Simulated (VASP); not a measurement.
```
TiC
1.0
    0.00000     2.16711     2.16711
    2.16711     0.00000     2.16711
    2.16711     2.16711     0.00000
Ti C
1 1
Cartesian
  0.00000   0.00000   0.00000
  2.16711   2.16711   2.16711
```

Calculation: PBE GGA, VASP's PBE PAW potentials (set 64) (plane waves; VASP). Settings: 600 eV cut-off, 14×14×14 Γ-centred mesh, first-order Methfessel-Paxton smearing of 0.10 eV, potentials Ti_sv C.

Energy and stress use the plane-wave basis of the starting cell.

### Question
The ions, cell shape and volume at an external pressure of 15.0 GPa are relaxed. Give the cell that the relaxation ends in.

### Answer

```
TiC
1.0
    0.00000     2.12816     2.12816
    2.12816     0.00000     2.12816
    2.12816     2.12816     0.00000
Ti C
1 1
Direct
  0.00000   0.00000   0.00000
  0.50000   0.50000   0.50000
```
Space group Fm-3m (225), at a tolerance of 0.03 Å.

### Question
How do energy and volume change from the first to the last step?

### Answer
The energy (σ→0) changes by +23.8 meV/atom and the volume by -5.3 %, in 4 ionic steps.

The compound is TiC in the rock salt structure. This run relaxes it under an external pressure of 15 GPa. Symmetry was kept, so distortions that lower it aren't found.
